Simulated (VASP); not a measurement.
These are TPSS meta-GGA, VASP's PBE PAW potentials (set 64) (plane waves; VASP) values and carry that method's errors.

A VASP calculation is set up with these files.

INCAR:
```
ISIF = 3
LASPH = .TRUE.
ALGO = Normal   ! blocked Davidson
LCHARG = .FALSE.
IBRION = 2
EDIFF = 1E-6   ! SCF stop (eV)
LREAL = .FALSE.
PREC = Accurate
SIGMA = 0.1   ! width (eV)
LMIXTAU = .TRUE.
LWAVE = .FALSE.
METAGGA = TPSS
ISMEAR = 1
SYSTEM = CoAl
LMAXMIX = 4   ! l cut-off of mixed one-centre charges
NELM = 100
EDIFFG = -0.01
NSW = 60
ENCUT = 520
```

### KPOINTS
```
Automatic
0
Gamma
 12 12 12
```

POSCAR:
```
CoAl
1.0
  2.8305162477   0.0000000000   0.0000000000
  0.0000000000   2.8305162477   0.0000000000
  0.0000000000   0.0000000000   2.8305162477
Al Co
1 1
Cartesian
  1.4152581238   1.4152581238   1.4152581238
  0.0000000000   0.0000000000   0.0000000000
```

POTCAR, in this order: Al Co (PBE.64 set). Program: vasp_std.

The run wrote:

### OUTCAR
```
 ion  position               nearest neighbor table
   1  0.500  0.500  0.500-   2 2.45   2 2.45   2 2.45   2 2.45   2 2.45   2 2.45   2 2.45   2 2.45
  LATTYP: Found a simple cubic cell.
 ALAT       =     2.8305162477
 Subroutine PRICEL returns:
 Original cell was already a primitive cell.
 Subroutine GETGRP returns: Found 48 space group operations
The static configuration has the point symmetry O_h .
The dynamic configuration has the point symmetry O_h .
 Subroutine INISYM returns: Found 48 space group operations
 Subroutine IBZKPT returns following result:
 Found     84 irreducible k-points:

 Following reciprocal coordinates:
            Coordinates               Weight
  0.000000  0.000000  0.000000      1.000000
  0.083333  0.000000  0.000000      6.000000
  0.166667  0.000000  0.000000      6.000000
  0.250000  0.000000  0.000000      6.000000
  0.333333  0.000000  0.000000      6.000000
  0.416667  0.000000  0.000000      6.000000
  0.500000  0.000000  0.000000      3.000000
  0.083333  0.083333  0.000000     12.000000
  0.166667  0.083333  0.000000     24.000000
  0.250000  0.083333  0.000000     24.000000
...
```

**OSZICAR**
```
       N       E                     dE             d eps       ncg     rms          rms(c)
DAV:   1     0.413126952257E+02    0.41313E+02   -0.63706E+03  1688   0.152E+03
DAV:   2    -0.137633182780E+02   -0.55076E+02   -0.52544E+02  1706   0.237E+02
DAV:   3    -0.158198421773E+02   -0.20565E+01   -0.20480E+01  1976   0.634E+01
DAV:   4    -0.158581376645E+02   -0.38295E-01   -0.38279E-01  2108   0.784E+00
DAV:   5    -0.158593129649E+02   -0.11753E-02   -0.11753E-02  1980   0.138E+00    0.847E+00
DAV:   6    -0.240047099048E+02   -0.81454E+01   -0.11044E+01  1680   0.531E+01    0.314E+00
DAV:   7    -0.240146723739E+02   -0.99625E-02   -0.13227E+00  1790   0.191E+01    0.286E+00
DAV:   8    -0.240522005678E+02   -0.37528E-01   -0.19765E+00  1934   0.202E+01    0.266E+00
DAV:   9    -0.239444864100E+02    0.10771E+00   -0.89428E-01  1954   0.134E+01    0.385E-01
DAV:  10    -0.239586506012E+02   -0.14164E-01   -0.11885E-02  1906   0.119E+00    0.120E-01
DAV:  11    -0.239584814740E+02    0.16913E-03   -0.23909E-03  1972   0.629E-01    0.154E-01
DAV:  12    -0.239588803558E+02   -0.39888E-03   -0.44973E-03  1976   0.935E-01    0.649E-02
DAV:  13    -0.239592439505E+02   -0.36359E-03   -0.44655E-04  1978   0.304E-01    0.710E-03
DAV:  14    -0.239592459000E+02   -0.19495E-05   -0.30293E-06  1716   0.201E-02    0.341E-03
DAV:  15    -0.239592447694E+02    0.11307E-05   -0.10077E-06   912   0.158E-02    0.261E-03
DAV:  16    -0.239592466039E+02   -0.18345E-05   -0.92826E-07   880   0.155E-02    0.352E-04
DAV:  17    -0.239592467092E+02   -0.10526E-06   -0.68225E-08   868   0.477E-03
   1 F= -.23959247E+02 E0= -.23959296E+02  d E =-.239592E+02
```

**OUTCAR**
```
------------------------ aborting loop because EDIFF is reached ----------------------------------------
  FORCE on cell =-STRESS in cart. coord.  units (eV):
  Direction    XX          YY          ZZ          XY          YZ          ZX
  --------------------------------------------------------------------------------------
  Total       -0.0061729     -0.0061729     -0.0061729      0.0000000      0.0000000      0.0000000
  in kB       -0.4361148     -0.4361148     -0.4361148      0.0000000      0.0000000      0.0000000
  external PRESSURE =      -0.4361148 kB  Pullay stress =       0.0000000 kB
  volume of cell :       22.68
      direct lattice vectors                 reciprocal lattice vectors
     2.830516248  0.000000000  0.000000000     0.353292443  0.000000000  0.000000000
     0.000000000  2.830516248  0.000000000     0.000000000  0.353292443  0.000000000
     0.000000000  0.000000000  2.830516248     0.000000000  0.000000000  0.353292443
 POSITION                                       TOTAL-FORCE (eV/Angst)
 -----------------------------------------------------------------------------------
      1.41526      1.41526      1.41526         0.000000      0.000000      0.000000
      0.00000      0.00000      0.00000         0.000000      0.000000      0.000000
 -----------------------------------------------------------------------------------
    total drift:                               -0.000000      0.000000      0.000000
  FREE ENERGIE OF THE ION-ELECTRON SYSTEM (eV)
  ---------------------------------------------------
  free  energy   TOTEN  =       -23.9592467092 eV

  energy  without entropy=      -23.9593951226  energy(sigma->0) =      -23.95929618

 reached required accuracy - stopping structural energy minimisation
```
(Selected blocks of OUTCAR.)

### OUTCAR
```
 val. band max:       10.8604103859   @ k =   0.5000   0.4167   0.1667

 cond. band min:      10.8853038872   @ k =   0.5000   0.3333   0.0000


 Fermi energy:        10.8626704828

 k-point     1 :       0.0000    0.0000    0.0000
  band No.  band energies     occupation
      1      -0.4019      2.00000
      2       7.7664      2.00000
      3       7.7664      2.00000
      4       9.8620      2.00000
      5       9.8620      2.00000
      6       9.8620      2.00000
      7      16.9211      0.00000
      8      16.9211      0.00000
      9      16.9211      0.00000
     10      19.5752      0.00000

 k-point     2 :       0.0833    0.0000    0.0000
  band No.  band energies     occupation
      1      -0.2683      2.00000
      2       7.7525      2.00000
      3       7.8047      2.00000
      4       9.7906      2.00000
      5       9.7906      2.00000
      6       9.8696      2.00000
      7      15.7221      0.00000
      8      17.1060      0.00000
      9      17.1060      0.00000
     10      19.5537      0.00000

 k-point     3 :       0.1667    0.0000    0.0000
  band No.  band energies     occupation
      1       0.1291      2.00000
      2       7.6571      2.00000
      3       7.9116      2.00000
      4       9.6064      2.00000
      5       9.6064      2.00000
      6       9.8904      2.00000
      7      13.9171      0.00000
      8      17.6322      0.00000
      9      17.6322      0.00000
     10      19.4907      0.00000

 k-point     4 :       0.2500    0.0000    0.0000
  band No.  band energies     occupation
      1       0.7805      2.00000
      2       7.3107      2.00000
      3       8.0631      2.00000
      4       9.3762      2.00000
      5       9.3762      2.00000
      6       9.9190      2.00000
      7      12.4177     -0.00000
      8      18.4364      0.00000
      9      18.4364      0.00000
     10      19.3935      0.00000

 k-point     5 :       0.3333    0.0000    0.0000
...
```

The compound is CoAl in the CsCl type structure. It was relaxed first. The start is the result of an earlier pass. The run is not spin-polarised, so no magnetic state was tried.
